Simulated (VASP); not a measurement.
Calculation: PBE GGA, VASP's PBE PAW potentials (set 64) (plane waves; VASP).

Input for VASP

### KPOINTS
```
Automatic mesh
0
Gamma
7 7 7
0 0 0
```

### POSCAR
```
Al3Sc
1
    4.1380510000     0.0000000000     0.0000000000
    0.0000000000     4.0999910000     0.0000000000
    0.0000000000     0.0000000000     4.1803850000
Sc Al
1 3
Direct
  0.0000000000   0.0000000000   0.0000000000
  0.0000000000   0.5000000000   0.5000000000
  0.5000000000   0.0000000000   0.5000000000
  0.5206350000   0.5000000000   0.0000000000
```

INCAR:
```
NELM  =  100
GGA  =  PE   # PBE
LMAXMIX  =  4   # l cut-off of mixed one-centre charges
SYSTEM  =  Al3Sc
LCHARG  =  .FALSE.
ISMEAR  =  1   # Methfessel-Paxton
LWAVE  =  .FALSE.
IMIX  =  1
AMIX  =  0.6
BMIX  =  0.0001
PREC  =  Accurate
EDIFF  =  1E-6
ENCUT  =  400   # plane-wave cut-off (eV)
LASPH  =  .TRUE.
ISIF  =  2
ALGO  =  Normal
SIGMA  =  0.1   # width (eV)
LREAL  =  .FALSE.
```

POTCAR, in this order: Sc_sv Al (PBE.64 set). Program: vasp_std.

The resulting files:

### OSZICAR
```
       N       E                     dE             d eps       ncg     rms          rms(c)
DAV:   1     0.939292939669E+02    0.93929E+02   -0.73274E+03  1808   0.105E+03
DAV:   2    -0.139109208884E+02   -0.10784E+03   -0.10612E+03  1818   0.334E+02
DAV:   3    -0.201822504018E+02   -0.62713E+01   -0.60088E+01  2742   0.635E+01
DAV:   4    -0.203084074649E+02   -0.12616E+00   -0.12543E+00  2568   0.100E+01
DAV:   5    -0.203116522022E+02   -0.32447E-02   -0.32427E-02  2602   0.152E+00    0.837E+00
DAV:   6    -0.204760691354E+02   -0.16442E+00   -0.22975E+01  3030   0.477E+01    0.660E+00
DAV:   7    -0.227772478671E+02   -0.23012E+01   -0.71503E+01  3030   0.993E+01    0.799E+00
DAV:   8    -0.221820420370E+02    0.59521E+00   -0.63804E+01  3296   0.717E+01    0.117E+01
DAV:   9    -0.297561331828E+02   -0.75741E+01   -0.23026E+02  3048   0.193E+02    0.123E+01
DAV:  10    -0.231820609360E+02    0.65741E+01   -0.11901E+02  3338   0.106E+02    0.145E+01
DAV:  11    -0.350869296845E+02   -0.11905E+02   -0.35983E+02  3042   0.252E+02    0.147E+01
DAV:  12    -0.234311168303E+02    0.11656E+02   -0.15081E+02  3276   0.129E+02    0.155E+01
DAV:  13    -0.372699602086E+02   -0.13839E+02   -0.41403E+02  3036   0.273E+02    0.156E+01
DAV:  14    -0.235005546219E+02    0.13769E+02   -0.16306E+02  3238   0.138E+02    0.159E+01
DAV:  15    -0.383850320503E+02   -0.14884E+02   -0.44149E+02  3048   0.284E+02    0.160E+01
DAV:  16    -0.235804725774E+02    0.14805E+02   -0.16978E+02  3242   0.143E+02    0.162E+01
DAV:  17    -0.390145950766E+02   -0.15434E+02   -0.45661E+02  3048   0.289E+02    0.162E+01
DAV:  18    -0.235538428026E+02    0.15461E+02   -0.17288E+02  3234   0.146E+02    0.163E+01
DAV:  19    -0.392949085587E+02   -0.15741E+02   -0.46348E+02  3042   0.292E+02    0.163E+01
DAV:  20    -0.236383826326E+02    0.15657E+02   -0.17529E+02  3234   0.147E+02    0.164E+01
DAV:  21    -0.396316542090E+02   -0.15993E+02   -0.47142E+02  3048   0.294E+02    0.164E+01
DAV:  22    -0.235811686324E+02    0.16050E+02   -0.17645E+02  3226   0.149E+02    0.165E+01
DAV:  23    -0.397489904551E+02   -0.16168E+02   -0.47492E+02  3048   0.295E+02    0.165E+01
DAV:  24    -0.236417642188E+02    0.16107E+02   -0.17780E+02  3212   0.149E+02    0.165E+01
DAV:  25    -0.398013827844E+02   -0.16160E+02   -0.47572E+02  3042   0.296E+02    0.165E+01
DAV:  26    -0.236101763638E+02    0.16191E+02   -0.17765E+02  3226   0.150E+02    0.165E+01
DAV:  27    -0.398921251971E+02   -0.16282E+02   -0.47800E+02  3048   0.296E+02    0.165E+01
DAV:  28    -0.236434988294E+02    0.16249E+02   -0.17843E+02  3220   0.150E+02    0.165E+01
DAV:  29    -0.399302561248E+02   -0.16287E+02   -0.47854E+02  3048   0.297E+02    0.165E+01
DAV:  30    -0.236053873722E+02    0.16325E+02   -0.17814E+02  3220   0.150E+02    0.165E+01
DAV:  31    -0.398811823160E+02   -0.16276E+02   -0.47762E+02  3048   0.297E+02    0.165E+01
DAV:  32    -0.236741307914E+02    0.16207E+02   -0.17867E+02  3220   0.150E+02    0.165E+01
DAV:  33    -0.399570598133E+02   -0.16283E+02   -0.47908E+02  3048   0.297E+02    0.165E+01
DAV:  34    -0.236085647342E+02    0.16348E+02   -0.17837E+02  3226   0.150E+02    0.165E+01
DAV:  35    -0.399191464595E+02   -0.16311E+02   -0.47872E+02  3048   0.297E+02    0.165E+01
DAV:  36    -0.236679378637E+02    0.16251E+02   -0.17889E+02  3226   0.150E+02    0.165E+01
DAV:  37    -0.399383525419E+02   -0.16270E+02   -0.47869E+02  3048   0.297E+02    0.165E+01
DAV:  38    -0.236155886351E+02    0.16323E+02   -0.17830E+02  3226   0.150E+02    0.165E+01
DAV:  39    -0.399308663251E+02   -0.16315E+02   -0.47897E+02  3048   0.297E+02    0.165E+01
DAV:  40    -0.236679285401E+02    0.16263E+02   -0.17894E+02  3220   0.150E+02    0.165E+01
DAV:  41    -0.399533384978E+02   -0.16285E+02   -0.47924E+02  3048   0.297E+02    0.165E+01
DAV:  42    -0.236036579219E+02    0.16350E+02   -0.17832E+02  3232   0.150E+02    0.165E+01
DAV:  43    -0.398763714855E+02   -0.16273E+02   -0.47769E+02  3048   0.296E+02    0.165E+01
DAV:  44    -0.236714496848E+02    0.16205E+02   -0.17875E+02  3220   0.150E+02    0.165E+01
DAV:  45    -0.399456379282E+02   -0.16274E+02   -0.47911E+02  3048   0.297E+02    0.165E+01
DAV:  46    -0.235945874546E+02    0.16351E+02   -0.17828E+02  3226   0.150E+02    0.165E+01
DAV:  47    -0.398581571006E+02   -0.16264E+02   -0.47762E+02  3048   0.296E+02    0.165E+01
DAV:  48    -0.236397731726E+02    0.16218E+02   -0.17831E+02  3226   0.150E+02    0.165E+01
DAV:  49    -0.398571081011E+02   -0.16217E+02   -0.47698E+02  3048   0.296E+02    0.165E+01
DAV:  50    -0.236048058036E+02    0.16252E+02   -0.17778E+02  3214   0.150E+02    0.165E+01
DAV:  51    -0.398224986177E+02   -0.16218E+02   -0.47647E+02  3048   0.296E+02    0.165E+01
DAV:  52    -0.236730625080E+02    0.16149E+02   -0.17855E+02  3220   0.150E+02    0.165E+01
DAV:  53    -0.399178138293E+02   -0.16245E+02   -0.47840E+02  3048   0.297E+02    0.165E+01
DAV:  54    -0.235892039767E+02    0.16329E+02   -0.17800E+02  3226   0.150E+02    0.165E+01
DAV:  55    -0.458933061003E+02   -0.22304E+02   -0.53799E+02  3048   0.297E+02    0.166E+01
DAV:  56    -0.236123706324E+02    0.22281E+02   -0.18722E+02  3212   0.151E+02    0.164E+01
DAV:  57    -0.787217674059E+02   -0.55109E+02   -0.85851E+02  3054   0.294E+02    0.164E+01
DAV:  58    -0.234152164493E+02    0.55307E+02   -0.19359E+02  3200   0.150E+02    0.161E+01
DAV:  59    -0.234904305206E+03   -0.21149E+03   -0.24062E+03  3056   0.287E+02    0.334E+01
DAV:  60    -0.539394064761E+02    0.18096E+03   -0.53097E+02  3188   0.149E+02    0.170E+01
DAV:  61    -0.722869324643E+03   -0.66893E+03   -0.72829E+03  3062   0.278E+02    0.242E+01
DAV:  62    -0.754984087018E+04   -0.68270E+04   -0.75527E+04  3226   0.148E+02    0.584E+01
DAV:  63    -0.571473826457E+05   -0.49598E+05   -0.57164E+05  3056   0.275E+02    0.131E+02
DAV:  64    -0.472709581462E+06   -0.41556E+06   -0.47274E+06  3234   0.169E+02    0.164E+02
DAV:  65    -0.106595198734E+09   -0.10612E+09   -0.10660E+09  3058   0.324E+02    0.124E+03
```

### stdout
```
...
 WARNING: Sub-Space-Matrix is not hermitian in DAV            5
   1.29088390434250
 WARNING: Sub-Space-Matrix is not hermitian in DAV            6
  -3.62404794736123
 WARNING: Sub-Space-Matrix is not hermitian in DAV            7
   4.13766314026006
 WARNING: Sub-Space-Matrix is not hermitian in DAV            8
   2.92108892687686
 WARNING: Sub-Space-Matrix is not hermitian in DAV            9
  -23.8848719396647
 WARNING: Sub-Space-Matrix is not hermitian in DAV           10
  -214.474203967651
 WARNING: Sub-Space-Matrix is not hermitian in DAV           11
  -146.449652636380
 WARNING: Sub-Space-Matrix is not hermitian in DAV           12
  -81.0925659663430
 WARNING: Sub-Space-Matrix is not hermitian in DAV           13
  -11.4158242944320
 WARNING: Sub-Space-Matrix is not hermitian in DAV           14
  -22.4794354679333
 WARNING: Sub-Space-Matrix is not hermitian in DAV           15
  -17.0594001326242
 WARNING: Sub-Space-Matrix is not hermitian in DAV           16
   21.4583051917599

 -----------------------------------------------------------------------------
|                                                                             |
|     EEEEEEE  RRRRRR   RRRRRR   OOOOOOO  RRRRRR      ###     ###     ###     |
|     E        R     R  R     R  O     O  R     R     ###     ###     ###     |
|     E        R     R  R     R  O     O  R     R     ###     ###     ###     |
|     EEEEE    RRRRRR   RRRRRR   O     O  RRRRRR       #       #       #      |
|     E        R   R    R   R    O     O  R   R                               |
|     E        R    R   R    R   O     O  R    R      ###     ###     ###     |
|     EEEEEEE  R     R  R     R  OOOOOOO  R     R     ###     ###     ###     |
|                                                                             |
|     EDDAV: Call to ZHEGV failed. Returncode = 10 2 16                       |
|                                                                             |
|       ---->  I REFUSE TO CONTINUE WITH THIS SICK JOB ... BYE!!! <----       |
|                                                                             |
 -----------------------------------------------------------------------------
```

VASP stops with an error: EDDAV: Call to ZHEGV failed. Returncode = 10 2 16 ----> I REFUSE TO CONTINUE WITH THIS SICK JOB ... BYE!!! <----

The compound is Al3Sc in the L1_2 structure. The cell was not relaxed at this level, atoms are displaced from their ideal sites. The run is one of a series of settings (AMIX = 0.6, BMIX = 0.0001, IMIX = 1 against the base run), some of them coarse on purpose.
